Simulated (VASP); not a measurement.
Output of a VASP run:

### OUTCAR
```
 ion  position               nearest neighbor table
   1  0.000  0.000  0.000-   2 2.55   3 2.55   2 2.55   3 2.55   3 2.55   3 2.55   2 2.55   2 2.55
                             3 2.55   3 2.55   2 2.55   2 2.55
   2  0.333  0.667  0.500-   3 1.84   3 1.84   3 1.84   1 2.55   1 2.55   1 2.55   1 2.55   1 2.55
                             1 2.55
   3  0.667  0.333  0.500-   2 1.84   2 1.84   2 1.84   1 2.55   1 2.55   1 2.55   1 2.55   1 2.55
                             1 2.55
  LATTYP: Found a hexagonal cell.
 ALAT       =     3.1905541592
 C/A-ratio  =     1.1082801995
 Subroutine PRICEL returns:
 Original cell was already a primitive cell.
 Subroutine GETGRP returns: Found 24 space group operations
The static configuration has the point symmetry D_6h.
The dynamic configuration has the point symmetry D_6h.
 Subroutine INISYM returns: Found 24 space group operations
 Subroutine IBZKPT returns following result:
 Found     70 irreducible k-points:

 Following reciprocal coordinates:
            Coordinates               Weight
  0.000000  0.000000  0.000000      1.000000
  0.100000 -0.000000  0.000000      6.000000
  0.200000 -0.000000  0.000000      6.000000
  0.300000  0.000000  0.000000      6.000000
  0.400000  0.000000  0.000000      6.000000
  0.500000  0.000000  0.000000      3.000000
  0.100000  0.100000  0.000000      6.000000
  0.200000  0.100000  0.000000     12.000000
  0.300000  0.100000  0.000000     12.000000
  0.400000  0.100000  0.000000     12.000000
  0.200000  0.200000  0.000000      6.000000
  0.300000  0.200000  0.000000     12.000000
  0.400000  0.200000  0.000000      6.000000
  0.300000  0.300000  0.000000      6.000000
  0.000000  0.000000  0.125000      2.000000
  0.100000 -0.000000  0.125000     12.000000
  0.200000 -0.000000  0.125000     12.000000
  0.300000  0.000000  0.125000     12.000000
  0.400000  0.000000  0.125000     12.000000
  0.500000  0.000000  0.125000      6.000000
  0.100000  0.100000  0.125000     12.000000
  0.200000  0.100000  0.125000     24.000000
  0.300000  0.100000  0.125000     24.000000
  0.400000  0.100000  0.125000     24.000000
  0.200000  0.200000  0.125000     12.000000
  0.300000  0.200000  0.125000     24.000000
  0.400000  0.200000  0.125000     12.000000
  0.300000  0.300000  0.125000     12.000000
  0.000000  0.000000  0.250000      2.000000
  0.100000 -0.000000  0.250000     12.000000
  0.200000 -0.000000  0.250000     12.000000
  0.300000  0.000000  0.250000     12.000000
  0.400000  0.000000  0.250000     12.000000
  0.500000  0.000000  0.250000      6.000000
  0.100000  0.100000  0.250000     12.000000
  0.200000  0.100000  0.250000     24.000000
  0.300000  0.100000  0.250000     24.000000
  0.400000  0.100000  0.250000     24.000000
  0.200000  0.200000  0.250000     12.000000
  0.300000  0.200000  0.250000     24.000000
   k-points           NKPTS =     70   k-points in BZ     NKDIM =     70   number of bands    NBANDS=     12
   number of dos      NEDOS =    301   number of ions     NIONS =      3
   total plane-waves  NPLWV =  13824
   dimension x,y,z NGX =    24 NGY =   24 NGZ =   24
   dimension x,y,z NGXF=    48 NGYF=   48 NGZF=   48
   ions per type =               1   2
   PREC   = accura    normal or accurate (medium, high low for compatibility)
   ISTART =      0    job   : 0-new  1-cont  2-samecut
   ICHARG =      2    charge: 1-file 2-atom 10-const
   ISPIN  =      1    spin polarized calculation?
   LNONCOLLINEAR =      F non collinear calculations
   LSORBIT =      F    spin-orbit coupling
   INIWAV =      1    electr: 0-lowe 1-rand  2-diag
   ENCUT  =  400.0 eV  29.40 Ry    5.42 a.u.   5.20  5.20  5.77*2*pi/ulx,y,z
   NELM   =    100;   NELMIN=  2; NELMDL= -5     # of ELM steps
   EDIFF  = 0.1E-05   stopping-criterion for ELM
   LREAL  =      F    real-space projection
   NLSPLINE    = F    spline interpolate recip. space projectors
   LMAXMIX     =    6 max onsite mixed and CHGCAR
...
```

OSZICAR:
```
       N       E                     dE             d eps       ncg     rms          rms(c)
DAV:   1     0.190573350527E+02    0.19057E+02   -0.72111E+03  1680   0.102E+03
DAV:   2    -0.272866791392E+02   -0.46344E+02   -0.43730E+02  2088   0.204E+02
DAV:   3    -0.286602674934E+02   -0.13736E+01   -0.13574E+01  2216   0.278E+01
DAV:   4    -0.286703740177E+02   -0.10107E-01   -0.10099E-01  2056   0.262E+00
DAV:   5    -0.286704962749E+02   -0.12226E-03   -0.12223E-03  2200   0.223E-01    0.485E+01
DAV:   6    -0.264553215204E+02    0.22152E+01   -0.53062E+00  2032   0.146E+01    0.359E+01
DAV:   7    -0.264107696223E+02    0.44552E-01   -0.15084E+00  2084   0.829E+00    0.118E+01
DAV:   8    -0.263579270485E+02    0.52843E-01   -0.39670E-01  2000   0.425E+00    0.160E+00
DAV:   9    -0.263537299670E+02    0.41971E-02   -0.29589E-02  2004   0.128E+00    0.240E-01
DAV:  10    -0.263536874176E+02    0.42549E-04   -0.85534E-04  2028   0.239E-01    0.332E-01
DAV:  11    -0.263536899797E+02   -0.25621E-05   -0.98663E-05  2084   0.781E-02    0.159E-01
DAV:  12    -0.263536859820E+02    0.39977E-05   -0.10761E-05  2032   0.276E-02    0.253E-02
DAV:  13    -0.263536861703E+02   -0.18833E-06   -0.38605E-07  1244   0.620E-03
   1 F= -.26353686E+02 E0= -.26352771E+02  d E =-.183062E-02
```

File OUTCAR:
```
------------------------ aborting loop because EDIFF is reached ----------------------------------------
  FORCE on cell =-STRESS in cart. coord.  units (eV):
  Direction    XX          YY          ZZ          XY          YZ          ZX
  --------------------------------------------------------------------------------------
  Total       -2.1323330     -2.1323333     -1.7245876      0.0000000      0.0000000      0.0000000
  in kB     -109.5940713   -109.5940859    -88.6374558      0.0000000      0.0000000      0.0000000
  external PRESSURE =    -102.6085377 kB  Pullay stress =       0.0000000 kB
  volume of cell :       31.17
      direct lattice vectors                 reciprocal lattice vectors
     1.595277000 -2.763101000  0.000000000     0.313425192 -0.180956107  0.000000000
     1.595277000  2.763101000  0.000000000     0.313425192  0.180956107  0.000000000
     0.000000000  0.000000000  3.536028000     0.000000000  0.000000000  0.282803190
 POSITION                                       TOTAL-FORCE (eV/Angst)
 -----------------------------------------------------------------------------------
      0.00000      0.00000      0.00000         0.000000      0.000000      0.000000
      1.59528      0.92104      1.76801        -0.000000      0.000000     -0.000000
      1.59528     -0.92104      1.76801         0.000000      0.000000      0.000000
 -----------------------------------------------------------------------------------
    total drift:                                0.000000     -0.000000      0.000000
  FREE ENERGIE OF THE ION-ELECTRON SYSTEM (eV)
  ---------------------------------------------------
  free  energy   TOTEN  =       -26.3536861703 eV

  energy  without entropy=      -26.3518555521  energy(sigma->0) =      -26.35277086
```
(Selected blocks of OUTCAR.)

POSCAR:
```
HfB2
1
    1.5952770000    -2.7631010000     0.0000000000
    1.5952770000     2.7631010000     0.0000000000
    0.0000000000     0.0000000000     3.5360280000
Hf B
1 2
Direct
  0.0000000000   0.0000000000   0.0000000000
  0.3333330000   0.6666670000   0.5000000000
  0.6666670000   0.3333330000   0.5000000000
```

Write an INCAR and KPOINTS that could have produced this output.

Several could match; the one computed here: the input of the run itself, PBE GGA, plane waves, VASP's PBE PAW potentials (set 64).

KPOINTS:
```
Automatic mesh
0
Gamma
  10 10 8
```

INCAR:
```
ALGO = Normal
EDIFF = 1E-6
ENCUT = 400
GGA = PE
ISIF = 2
ISMEAR = 0
LASPH = .TRUE.
LCHARG = .FALSE.
LMAXMIX = 6
LREAL = .FALSE.
LWAVE = .FALSE.
NELM = 100
PREC = Accurate
SIGMA = 0.1
SYSTEM = HfB2
```

POTCAR, in this order: Hf_pv B (PBE.64 set). Program: vasp_std.

At this cut-off the stress carries a Pulay error, which pulls relaxed volumes low.

The structure is a typed HfB2 crystal (P6/mmm). The cell was not relaxed at this level.
